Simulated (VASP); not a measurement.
Output of a VASP run:

### OSZICAR
```
...
DAV:   5    -0.118644371265E+03   -0.35785E-03   -0.83656E-04  1544   0.244E-01    0.167E-02
DAV:   6    -0.118644564711E+03   -0.19345E-03   -0.17063E-04  1784   0.108E-01    0.143E-02
DAV:   7    -0.118644566682E+03   -0.19706E-05   -0.27423E-05  2496   0.321E-02    0.648E-03
DAV:   8    -0.118644560438E+03    0.62443E-05   -0.15698E-05  1552   0.319E-02    0.308E-03
DAV:   9    -0.118644571595E+03   -0.11157E-04   -0.89295E-06  1368   0.246E-02    0.698E-04
DAV:  10    -0.118644572678E+03   -0.10829E-05   -0.98422E-07   784   0.900E-03    0.551E-04
DAV:  11    -0.118644572932E+03   -0.25366E-06   -0.11144E-07   760   0.385E-03
   4 F= -.11864457E+03 E0= -.11864457E+03  d E =-.216128E-02
       N       E                     dE             d eps       ncg     rms          rms(c)
DAV:   1    -0.118644331026E+03    0.24165E-03   -0.98715E-02  1824   0.216E+00    0.710E-02
DAV:   2    -0.118644738330E+03   -0.40730E-03   -0.39700E-03  1920   0.486E-01    0.613E-02
DAV:   3    -0.118644743158E+03   -0.48277E-05   -0.17036E-04  2384   0.936E-02    0.381E-02
DAV:   4    -0.118644713448E+03    0.29710E-04   -0.68132E-05  1928   0.607E-02    0.673E-03
DAV:   5    -0.118644732837E+03   -0.19389E-04   -0.39892E-05  1528   0.533E-02    0.361E-03
DAV:   6    -0.118644740501E+03   -0.76642E-05   -0.71137E-06  1656   0.219E-02    0.301E-03
DAV:   7    -0.118644740086E+03    0.41511E-06   -0.65214E-07   768   0.664E-03
   5 F= -.11864474E+03 E0= -.11864474E+03  d E =-.232844E-02
       N       E                     dE             d eps       ncg     rms          rms(c)
DAV:   1    -0.118645555747E+03   -0.81525E-03   -0.28986E-01  1520   0.338E+00    0.153E-01
DAV:   2    -0.118645690070E+03   -0.13432E-03   -0.68270E-03  1960   0.607E-01    0.817E-02
DAV:   3    -0.118645541035E+03    0.14903E-03   -0.38024E-04  2048   0.154E-01    0.410E-02
DAV:   4    -0.118645530216E+03    0.10819E-04   -0.25376E-04  2312   0.110E-01    0.129E-02
DAV:   5    -0.118645557571E+03   -0.27355E-04   -0.90955E-05  1560   0.764E-02    0.879E-03
DAV:   6    -0.118645541261E+03    0.16310E-04   -0.64766E-05  1520   0.619E-02    0.469E-03
DAV:   7    -0.118645577651E+03   -0.36390E-04   -0.19206E-05  1520   0.328E-02    0.148E-03
DAV:   8    -0.118645577807E+03   -0.15583E-06   -0.25602E-06  1400   0.112E-02
   6 F= -.11864558E+03 E0= -.11864558E+03  d E =-.837720E-03
       N       E                     dE             d eps       ncg     rms          rms(c)
DAV:   1    -0.118646874763E+03   -0.12971E-02   -0.26093E+00  1520   0.101E+01    0.459E-01
DAV:   2    -0.118647968817E+03   -0.10941E-02   -0.62085E-02  1960   0.183E+00    0.243E-01
DAV:   3    -0.118646585020E+03    0.13838E-02   -0.33970E-03  1992   0.463E-01    0.122E-01
DAV:   4    -0.118646406959E+03    0.17806E-03   -0.21830E-03  2336   0.317E-01    0.395E-02
DAV:   5    -0.118646589835E+03   -0.18288E-03   -0.70998E-04  1568   0.214E-01    0.274E-02
DAV:   6    -0.118646409423E+03    0.18041E-03   -0.54877E-04  1520   0.180E-01    0.138E-02
DAV:   7    -0.118646711107E+03   -0.30168E-03   -0.17207E-04  1520   0.988E-02    0.465E-03
DAV:   8    -0.118646704067E+03    0.70403E-05   -0.36218E-05  2720   0.333E-02    0.608E-03
DAV:   9    -0.118646714353E+03   -0.10286E-04   -0.16093E-06  1016   0.108E-02    0.276E-03
DAV:  10    -0.118646716916E+03   -0.25624E-05   -0.14555E-06   768   0.983E-03    0.237E-03
DAV:  11    -0.118646716402E+03    0.51381E-06   -0.25885E-07   760   0.533E-03
   7 F= -.11864672E+03 E0= -.11864672E+03  d E =-.197632E-02
```

File OUTCAR:
```
------------------------ aborting loop because EDIFF is reached ----------------------------------------
  FORCE on cell =-STRESS in cart. coord.  units (eV):
  Direction    XX          YY          ZZ          XY          YZ          ZX
  --------------------------------------------------------------------------------------
  Total       -0.1542096     -0.1542096     -0.1837120      0.0000000     -0.0000000      0.0000000
  in kB       -2.3375206     -2.3375208     -2.7847213      0.0000000     -0.0000002      0.0000000
  external PRESSURE =      -2.4865876 kB  Pullay stress =       0.0000000 kB
  volume of cell :      105.70
      direct lattice vectors                 reciprocal lattice vectors
     2.567219991  1.482185559  4.629665757     0.194763208  0.112446585  0.071999430
    -2.567219991  1.482185559  4.629665757    -0.194763208  0.112446585  0.071999430
    -0.000000000 -2.964370120  4.629665757     0.000000000 -0.224893170  0.071999454
 POSITION                                       TOTAL-FORCE (eV/Angst)
 -----------------------------------------------------------------------------------
     -0.00000      0.00000      3.90375        -0.000000      0.000000      0.005807
     -0.00000      0.00000     10.84825        -0.000000      0.000000      0.005807
     -0.00000      0.00000     13.87687        -0.000000     -0.000000     -0.001389
     -0.00000      0.00000      6.93237        -0.000000     -0.000000     -0.001389
     -0.65498     -1.43650      5.49498         0.008715      0.000153     -0.001473
      1.57154      0.15102      5.49498        -0.004490      0.007471     -0.001473
     -0.91655      1.28548      5.49498        -0.004225     -0.007624     -0.001473
     -1.65067     -0.19670      7.80981         0.004225     -0.007624     -0.001473
      0.65498      1.52787      7.80981        -0.008715      0.000153     -0.001473
      0.99568     -1.33117      7.80981         0.004490      0.007471     -0.001473
 -----------------------------------------------------------------------------------
    total drift:                                0.000000     -0.000012     -0.039298
  FREE ENERGIE OF THE ION-ELECTRON SYSTEM (eV)
  ---------------------------------------------------
  free  energy   TOTEN  =      -118.6467164020 eV

  energy  without entropy=     -118.6467164020  energy(sigma->0) =     -118.64671640

 reached required accuracy - stopping structural energy minimisation
```
(Selected blocks of OUTCAR.)

File POSCAR:
```
LiNbO3
1
    2.5689100038     1.4831612872     4.6062659074
   -2.5689100038     1.4831612872     4.6062659074
    0.0000000000    -2.9663215795     4.6062659084
Li Nb O
2 2 6
Direct
  0.2804715044   0.2804715044   0.2804715044
  0.7804715044   0.7804715044   0.7804715044
  0.9984951751   0.9984951751   0.9984951751
  0.4984951751   0.4984951751   0.4984951751
  0.1108577209   0.3593819370   0.7178936626
  0.7178936626   0.1108577209   0.3593819370
  0.3593819370   0.7178936626   0.1108577209
  0.2178936626   0.8593819370   0.6108577209
  0.8593819370   0.6108577209   0.2178936626
  0.6108577209   0.2178936626   0.8593819370
```

Write an INCAR and KPOINTS that could have produced this output.

This is not unique; one that fits is the input of the run itself, r2SCAN meta-GGA, plane waves, VASP's PBE PAW potentials (set 64).

INCAR:
```
ALGO = Normal
EDIFF = 1E-6
EDIFFG = -0.02
ENCUT = 520
IBRION = 2
ISIF = 3
ISMEAR = 0
LASPH = T
LCHARG = F
LMAXMIX = 4
LMIXTAU = T
LREAL = F
LWAVE = F
METAGGA = R2SCAN
NELM = 100
NSW = 60
PREC = Accurate
SIGMA = 0.05
SYSTEM = LiNbO3
```

File KPOINTS:
```
Automatic mesh
0
Gamma
  5 5 5
0 0 0
```

POTCAR, in this order: Li_sv Nb_sv O (PBE.64 set). Program: vasp_std.

The structure comes from a measured LiNbO3 entry (R3c) of the Crystallography Open Database, whose conditions weren't checked. This run relaxes it. Symmetry was kept, so distortions that lower it aren't found. The start is the result of an earlier pass.
